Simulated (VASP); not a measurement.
The system is CoSi2.

```
Co Si
1.0
     0.00000    2.67800    2.67800
     2.67800    0.00000    2.67800
     2.67800    2.67800    0.00000
Co Si
1 2
Cartesian
  0.0000 0.0000 0.0000
  1.3390 1.3390 1.3390
  4.0170 4.0170 4.0170
```

- Program: VASP 6.6.1
- Task: relaxation of cell and atoms
- Functional: LDA
- Potentials or basis: VASP PAW LDA potentials, release 64 (Co, Si)
- Cutoff: 600 eV
- k mesh: 12 × 12 × 12
- Occupations: methfessel-paxton, width 0.1 eV
- Spin: no spin polarisation

At the start: pressure -8.4 GPa; volume 12.80 Å³/atom.

**Question.** How do energy, volume and symmetry change on relaxing?

**Answer.** Over 4 steps the energy falls by 15.4 meV/atom and the volume is 12.23 Å³/atom (-4.5 %); space group Fm-3m (No. 225, to 0.05 Å).

Step by step:
```
step  energy change (eV)  largest force (eV/Å)  pressure (GPa)  volume (Å³)
   1              0.0000                0.0000           -8.38        38.41
   2              0.0230                0.0000           12.13        34.81
   3             -0.0462                0.0000           -0.16        36.73
   4             -0.0462                0.0000           -0.01        36.70
```

Final structure:
```
Co Si
1.0
     0.00000    2.63766    2.63766
     2.63766    0.00000    2.63766
     2.63766    2.63766    0.00000
Co Si
1 2
Cartesian
  0.0000 0.0000 0.0000
  1.3188 1.3188 1.3188
  3.9565 3.9565 3.9565
```
